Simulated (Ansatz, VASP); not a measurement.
SrMg in VASP and in Ansatz

```
CELL_PARAMETERS angstrom
3.82039 0.00000 0.00000
0.00000 3.82039 0.00000
0.00000 0.00000 3.82039
ATOMIC_POSITIONS crystal
Sr 0.50000 0.50000 0.50000
Mg 0.00000 0.00000 0.00000
```

Change from the starting cell: volume scaled by 0.94, crystal datasets.

Alike in both runs: task electric field gradients; functional LDA; k mesh 9 × 9 × 9; occupations fermi-dirac, width 0.05 eV; no spin polarisation.

|  | VASP | Ansatz |
| --- | --- | --- |
| version | VASP 6.6.1 | Ansatz 0.2.0 |
| potentials or method | VASP PAW LDA potentials, release 64 (Sr_sv, Mg), cutoff 520 eV | all-electron PAW with datasets made for the crystal, scalar-relativistic |

|  | VASP | Ansatz | Ansatz less VASP |
| --- | --- | --- | --- |
| pressure (GPa) | 5.7 | 5.8 | +0.13 |
| Vzz of the field gradient on the site that differs most (V/Å²) | 0.0 | 0.0 | 0.00 |

Ansatz ran all-electron here, so the differences hold the error of VASP's frozen core and of both bases. Ansatz warned: «gradients_without_spin_orbit».
